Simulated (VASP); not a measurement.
# HfNbSe4 (P-6m2) in VASP: single point with PBE

Aim: the single point of HfNbSe4 with PBE.

Everything below comes from runs of VASP 6.6.1. Logs are shortened: lines on timing, memory, paths and dates and some standing lists are left out, and cuts for length are marked.

### 1 The cell of the first run

Symmetry: P-6m2, No. 187, hexagonal system. Conventional cell: a = 5.497 Å, b = 5.497 Å, c = 4.843 Å, α = 90.00°, β = 90.00°, γ = 120.00°. Around Hf (site symmetry -6m2) lie 3 Nb at 3.17 Å and 3 Se at 3.17 Å. Around Nb (site symmetry -6m2) lie 9 Se at 2.87 to 3.17 Å and 3 Hf at 3.17 Å. Se (site symmetry -6m2) has 6 Se at 2.92 Å and 3 Nb at 3.17 Å and 3 Hf at 3.17 Å as nearest neighbours. Se (site symmetry mm2) is surrounded by 6 Se at 2.67 to 2.92 Å and 2 Nb at 2.87 Å.

The cell was built by a generator and needn't be a form met in nature.

### 2 Single point, PBE (species swapped into the HoCo4Cu type (P-6m2, No. 187))

The input, INCAR:

```
  PREC = Accurate
  ENCUT = 520
  EDIFF = 1E-6
  ISMEAR = 0
  SIGMA = 0.1
  LREAL = F
  LASPH = T
  NELM = 100
  ALGO = Fast
  ISIF = 2
  LWAVE = F
  LCHARG = T
  GGA = PE
  LELF = T
  LVHAR = T
  NBANDS = 32
```

The input, KPOINTS:

```
Automatic mesh
0
Gamma
  12 12 8
```

The input, POSCAR:

```
HfNbSe4
1.0
    5.4966894828      0.0000000000      0.0000000000
   -2.7483447414      4.7602727288      0.0000000000
    0.0000000000      0.0000000000      4.8425542070
Hf Nb Se
1 1 4
Direct
    0.3333333333      0.6666666667      0.0000000000
    0.6666666667      0.3333333333      0.0000000000
    0.0000000000      0.0000000000      0.0000000000
    0.3430014182      0.1715007091      0.5000000000
    0.8284992909      0.1715007091      0.5000000000
    0.8284992909      0.6569985818      0.5000000000
```

Potentials or basis: VASP PAW PBE potentials, release 64 (Hf_pv, Nb_sv, Se).

The run is started by

```bash
$ cat potpaw_PBE.64/Hf_pv/POTCAR potpaw_PBE.64/Nb_sv/POTCAR potpaw_PBE.64/Se/POTCAR > POTCAR
$ mpirun -np 1 vasp_std > vasp.out
```

OUTCAR:

```text
PREC = Accurate
   ENCUT = 520
   EDIFF = 1E-6
   ISMEAR = 0
   LREAL = F
   LASPH = T
   NELM = 100
   ISIF = 2
   GGA = PE

 ion  position               nearest neighbor table
   1  0.333  0.667  0.000-   2 3.17   3 3.17   2 3.17   3 3.17   3 3.17   2 3.17
   2  0.667  0.333  0.000-   5 2.87   5 2.87   6 2.87   6 2.87   4 2.87   4 2.87   1 3.17   1 3.17
                             1 3.17
   3  0.000  0.000  0.000-   1 3.17   1 3.17   1 3.17
   4  0.343  0.172  0.500-   6 2.67   5 2.67   2 2.87   2 2.87
   5  0.828  0.172  0.500-   6 2.67   4 2.67   2 2.87   2 2.87
   6  0.828  0.657  0.500-   4 2.67   5 2.67   2 2.87   2 2.87

  LATTYP: Found a hexagonal cell.
 ALAT       =     5.4966894828
 C/A-ratio  =     0.8809946827

  Lattice vectors:

 A1 = (   5.4966894828,   0.0000000000,   0.0000000000)
 A2 = (  -2.7483447414,   4.7602727288,   0.0000000000)
 A3 = (   0.0000000000,   0.0000000000,   4.8425542070)

Analysis of symmetry for initial positions (statically):
=====================================================================
 Subroutine PRICEL returns:
 Original cell was already a primitive cell.

 Routine SETGRP: Setting up the symmetry group for a
 hexagonal supercell.

 Subroutine GETGRP returns: Found 12 space group operations
 (whereof 12 operations were pure point group operations)
 out of a pool of 24 trial point group operations.

The static configuration has the point symmetry D_3h.

Analysis of symmetry for dynamics (positions and initial velocities):
=====================================================================
 Subroutine PRICEL returns:
 Original cell was already a primitive cell.

 Routine SETGRP: Setting up the symmetry group for a
 hexagonal supercell.

 Subroutine GETGRP returns: Found 12 space group operations
 (whereof 12 operations were pure point group operations)
 out of a pool of 24 trial point group operations.

The dynamic configuration has the point symmetry D_3h.

 Subroutine INISYM returns: Found 12 space group operations
 (whereof 12 operations are pure point group operations),
 and found     1 'primitive' translations

----------------------------------------------------------------------------------------

                                     Primitive cell

  volume of cell :     126.7090

  direct lattice vectors                    reciprocal lattice vectors
     5.496689483  0.000000000  0.000000000     0.181927686  0.105035999  0.000000000
    -2.748344741  4.760272729  0.000000000     0.000000000  0.210071997  0.000000000
     0.000000000  0.000000000  4.842554207     0.000000000  0.000000000  0.206502593

  length of vectors
     5.496689483  5.496689483  4.842554207     0.210071997  0.210071997  0.206502593

  position of ions in fractional coordinates (direct lattice)
     0.333333333  0.666666667  0.000000000
     0.666666667  0.333333333  0.000000000
     0.000000000  0.000000000  0.000000000
     0.343001418  0.171500709  0.500000000
     0.828499291  0.171500709  0.500000000
     0.828499291  0.656998582  0.500000000

  ion indices of the primitive-cell ions
   primitive index   ion index
                 1           1
                 2           2
                 3           3
                 4           4
                 5           5
                 6           6

----------------------------------------------------------------------------------------

 KPOINTS: Automatic mesh

Automatic generation of k-mesh.
 Grid dimensions read from file:
 generate k-points for:   12   12    8

 Generating k-lattice:

  Cartesian coordinates                     Fractional coordinates (reciprocal lattice)
     0.015160641  0.008753000  0.000000000     0.083333333  0.000000000  0.000000000
     0.000000000  0.017506000  0.000000000     0.000000000  0.083333333  0.000000000
     0.000000000  0.000000000  0.025812824     0.000000000  0.000000000  0.125000000

  Length of vectors
     0.017506000  0.017506000  0.025812824

  Shift w.r.t. Gamma in fractional coordinates (k-lattice)
     0.000000000  0.000000000  0.000000000

 Subroutine IBZKPT returns following result:
 ===========================================

 Found     95 irreducible k-points:

 Following reciprocal coordinates:
            Coordinates               Weight
  0.000000  0.000000  0.000000      1.000000
  0.083333  0.000000  0.000000      6.000000
  0.166667  0.000000  0.000000      6.000000
  0.250000  0.000000  0.000000      6.000000
  0.333333  0.000000  0.000000      6.000000
  0.416667 -0.000000  0.000000      6.000000
[... 16 lines left out ...]
  0.250000  0.000000  0.125000     12.000000
  0.333333  0.000000  0.125000     12.000000
 [... further k-points ...]
   k-points           NKPTS =     95   k-points in BZ     NKDIM =     95   number of bands    NBANDS=     32
   number of dos      NEDOS =    301   number of ions     NIONS =      6
   total plane-waves  NPLWV =  63504
   dimension x,y,z NGX =    42 NGY =   42 NGZ =   36
   dimension x,y,z NGXF=    84 NGYF=   84 NGZF=   72
   ions per type =               1   1   4
   NGX,Y,Z   is equivalent  to a cutoff of  12.70, 12.70, 12.36 a.u.
   NGXF,Y,Z  is equivalent  to a cutoff of  25.41, 25.41, 24.72 a.u.
 SYSTEM =  unknown system
   PREC   = accura    normal or accurate (medium, high low for compatibility)
   ISTART =      0    job   : 0-new  1-cont  2-samecut
   ICHARG =      2    charge: 1-file 2-atom 10-const
   ISPIN  =      1    spin polarized calculation?
   LNONCOLLINEAR =      F non collinear calculations
   LSORBIT =      F    spin-orbit coupling
   LASPH  =      T    aspherical Exc in radial PAW
   ENCUT  =  520.0 eV  38.22 Ry    6.18 a.u.  10.22 10.22  9.00*2*pi/ulx,y,z
   NELM   =    100;   NELMIN=  2; NELMDL= -5     # of ELM steps
   EDIFF  = 0.1E-05   stopping-criterion for ELM
   LREAL  =      F    real-space projection
   EDIFFG = 0.1E-04   stopping-criterion for IOM
   NSW    =      0    number of steps for IOM
   IBRION =     -1    ionic relax: 0-MD 1-quasi-New 2-CG
   NFREE  =      0    steps in history (QN), initial steepest desc. (CG)
   ISIF   =      2    stress and relaxation
   ISYM   =      2    0-nonsym 1-usesym 2-fastsym
   POTIM  = 0.5000    time-step for ionic-motion
   TEBEG  =    0.0;   TEEND  =   0.0 temperature during run
   PSTRESS=    0.0 pullay stress
   NELECT =      47.0000    total number of electrons
   NUPDOWN=      -1.0000    fix difference up-down
   EMIN   =  10.00;   EMAX   =-10.00  energy-range for DOS
   EFERMI =   0.00;   METHOD = LEGACY
   ISMEAR =     0;   SIGMA  =   0.10  broadening in eV -4-tet -1-fermi 0-gaus
   EFERMI_NEDOS =   21; number of points for ismear=-14 and -15
   IALGO  =     68    algorithm
   IMIX   =      4    mixing-type and parameters
     AMIX     =   0.40;   BMIX     =  1.00
     AMIX_MAG =   1.60;   BMIX_MAG =  1.00
  volume/ion in A,a.u.               =      21.12       142.51
  Fermi-wavevector in a.u.,A,eV,Ry     =   1.176264  2.222817 18.824992  1.383598
  Thomas-Fermi vector in A             =   2.312631
   LORBIT       =      0    0 simple, 1 ext, 2 COOP (PROOUT), +10 PAW based schemes
   GGA     = PE    functional components
   LHFCALC =     F    Hartree Fock is set to
   AEXX    =    0.0000 exact exchange contribution
   IVDW    =     0    specifies the selected vdW correction
   LEPSILON=     F    determine dielectric tensor
   LRPA    =     F    only Hartree local field effects (RPA)
 non-spin polarized calculation
 RMM-DIIS sequential band-by-band and
 Gauss-broadening in eV      SIGMA  =   0.10
  energy-cutoff  :      520.00
  volume of cell :      126.71
 maximum number of plane-waves:      3441
 NGX is ok and might be reduce to    42
   NGX = 21   NGY = 21   NGZ = 19

 number of electron      46.9999995 magnetization

 Free energy of the ion-electron system (eV)
  ---------------------------------------------------
  ext. energy  EPLUGINS =         0.00000000
  ---------------------------------------------------
  free energy    TOTEN  =       -31.41355465 eV

  energy without entropy =      -31.38116123  energy(sigma->0) =      -31.39735794

 E-fermi :   6.6604     XC(G=0): -10.7318

 val. band max:        6.6589410248   @ k =   0.4167   0.1667   0.2500
 cond. band min:       6.6644327776   @ k =   0.4167  -0.0000   0.5000
 fundamental gap:      0.0054917528
 Fermi energy:         6.6604391661

 k-point     1 :       0.0000    0.0000    0.0000
  band No.  band energies     occupation
      1     -48.5657      2.00000
      2     -25.8903      2.00000
      3     -25.4211      2.00000
      4     -25.4211      2.00000
      5     -24.8185      2.00000
      6     -24.5167      2.00000
[... 24 lines left out ...]
     31       9.6213      0.00000
     32       9.6667      0.00000

 k-point     2 :       0.0833    0.0000    0.0000
  band No.  band energies     occupation
      1     -48.5657      2.00000
      2     -25.8903      2.00000
      3     -25.4215      2.00000
      4     -25.4204      2.00000
      5     -24.8185      2.00000
      6     -24.5176      2.00000
[... 24 lines left out ...]
     31       9.7438      0.00000
     32       9.9505      0.00000

 k-point     3 :       0.1667    0.0000    0.0000
  band No.  band energies     occupation
      1     -48.5657      2.00000
      2     -25.8901      2.00000
      3     -25.4225      2.00000
      4     -25.4185      2.00000
      5     -24.8186      2.00000
      6     -24.5202      2.00000
[... 24 lines left out ...]
     31       9.5979      0.00000
     32       9.8609      0.00000

 k-point     4 :       0.2500    0.0000    0.0000
  band No.  band energies     occupation
      1     -48.5657      2.00000
      2     -25.8899      2.00000
      3     -25.4239      2.00000
      4     -25.4158      2.00000
      5     -24.8188      2.00000
      6     -24.5236      2.00000
[... 654 lines left out ...]
     31       9.3673      0.00000
     32       9.4811      0.00000

 k-point    23 :       0.2500    0.0000    0.1250
  band No.  band energies     occupation
      1     -48.5657      2.00000
      2     -25.8903      2.00000
      3     -25.4239      2.00000
      4     -25.4157      2.00000
      5     -24.8206      2.00000
      6     -24.5235      2.00000
[... 24 lines left out ...]
     31       9.1047      0.00000
     32       9.1111      0.00000

 k-point    24 :       0.3333    0.0000    0.1250
  band No.  band energies     occupation
      1     -48.5657      2.00000
      2     -25.8901      2.00000
      3     -25.4253      2.00000
      4     -25.4130      2.00000
      5     -24.8207      2.00000
      6     -24.5270      2.00000
[... 24 lines left out ...]
     31       8.9268      0.00000
     32       9.0487      0.00000

 [... further k-points ...]

------------------------ aborting loop because EDIFF is reached ----------------------------------------

  FORCE on cell =-STRESS in cart. coord.  units (eV):
  Direction    XX          YY          ZZ          XY          YZ          ZX
  --------------------------------------------------------------------------------------
  -------------------------------------------------------------------------------------
  Total       -0.0934700     -0.0934700     -0.0936828      0.0000000      0.0000000      0.0000000
  in kB       -1.1818848     -1.1818848     -1.1845763      0.0000000      0.0000000      0.0000000
  external PRESSURE =      -1.1827819 kB  Pullay stress =       0.0000000 kB

 VOLUME and BASIS-vectors are now :
 -----------------------------------------------------------------------------
  energy-cutoff  :      520.00
  volume of cell :      126.71
      direct lattice vectors                 reciprocal lattice vectors
     5.496689483  0.000000000  0.000000000     0.181927686  0.105035999  0.000000000
    -2.748344741  4.760272729  0.000000000     0.000000000  0.210071997  0.000000000
     0.000000000  0.000000000  4.842554207     0.000000000  0.000000000  0.206502593

 POSITION                                       TOTAL-FORCE (eV/Angst)
 -----------------------------------------------------------------------------------
     -0.00000      3.17352      0.00000        -0.000000      0.000000      0.000000
      2.74834      1.58676      0.00000        -0.000000      0.000000      0.000000
      0.00000      0.00000      0.00000        -0.000000      0.000000      0.000000
      1.41403      0.81639      2.42128        -0.007222     -0.004170     -0.000000
      4.08266      0.81639      2.42128         0.007222     -0.004170     -0.000000
      2.74834      3.12749      2.42128        -0.000000      0.008339     -0.000000
 -----------------------------------------------------------------------------------
    total drift:                               -0.000001      0.000000      0.000000

  FREE ENERGIE OF THE ION-ELECTRON SYSTEM (eV)
  ---------------------------------------------------
  free  energy   TOTEN  =       -31.4135546529 eV

  energy  without entropy=      -31.3811612309  energy(sigma->0) =      -31.39735794
```

Wall time 14 min (1 thread of Intel Xeon Platinum 8259CL at 2.50GHz (Skylake/Cascade Lake), shared host); peak memory 0.52 GiB.

What came out:

```
Free energy            : -31.4136 eV
Pressure               : -0.1 GPa
Largest force          : 0.008 eV/Å
Band gap on the k mesh : none (metal or under the smearing width)
```

Forces in eV/Å, atoms in the order of the input:
```
Hf   0.000  0.000  0.000
Nb   0.000  0.000  0.000
Se   0.000  0.000  0.000
Se  -0.007 -0.004  0.000
Se   0.007 -0.004  0.000
Se   0.000  0.008  0.000
```

Levels at points of the mesh, in eV from the Fermi level:
| k point | band 22 | band 23 | band 24 | band 25 | band 26 | band 27 |
| --- | --- | --- | --- | --- | --- | --- |
| (0.00, 0.00, 0.00) | -0.50 | -0.05 | -0.05 | 0.16 | 0.16 | 1.60 |
| (0.50, 0.00, 0.00) | -0.87 | -0.79 | 0.13 | 0.75 | 0.90 | 1.12 |
| (0.00, 0.00, 0.50) | 0.45 | 0.45 | 0.68 | 0.68 | 0.94 | 1.02 |
| (0.50, 0.00, 0.50) | -0.97 | -0.92 | -0.04 | 0.61 | 0.70 | 0.83 |

The run has no spin-orbit coupling, so splittings on Hf are missing.
